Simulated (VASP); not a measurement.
Cost and result of VASP (PAW) for the band gap of SrO (rock salt). Gaps are without spin-orbit coupling. Each level names its cell: its own relaxed one, PBE's, or the starting one. A gap is the smallest over the k-mesh and a band path; hybrids may have named points in place of the path, and GW has the mesh alone. The cost counts the self-consistent run with its band path or extra points (for GW, with the PBE run and the diagonalisation ahead of it), each on the mesh and cut-off of its row, so the ratios hold those differences too. With LDA it took about 20 core-seconds. The timings are rough (shared machines, no repeats); factors under 2 mean little.

| level | k-mesh | cut-off (eV) | band gap (eV) | cost over LDA |
|---|---|---|---|---|
| LDA (own cell) | 10×10×10 | 520 | 3.07 | reference |
| RPBE (own cell) | 10×10×10 | 520 | 3.41 | within a factor of 2 |
| PBE-D4 (own cell) | 10×10×10 | 520 | 3.27 | within a factor of 2 |
| rev-vdW-DF2 (own cell) | 10×10×10 | 520 | 3.24 | about 2 times |
| optB88-vdW (own cell) | 10×10×10 | 520 | 3.32 | about 2 times |
| revTPSS (own cell) | 10×10×10 | 520 | 3.27 | about 4 times |
| HSEsol (PBE cell) | 6×6×6 | 520 | 4.67 | about 30 times |
| PBE0 (PBE cell) | 6×6×6 | 520 | (withheld) | about 30 times |

### Question
Fill in the missing entries.

### Answer

- PBE0 (PBE cell), band gap (eV): 5.48

Left out are levels that failed, ran on another kind of processor or have no fit band path; at most nine are shown.

The compound is SrO in the rock salt structure.
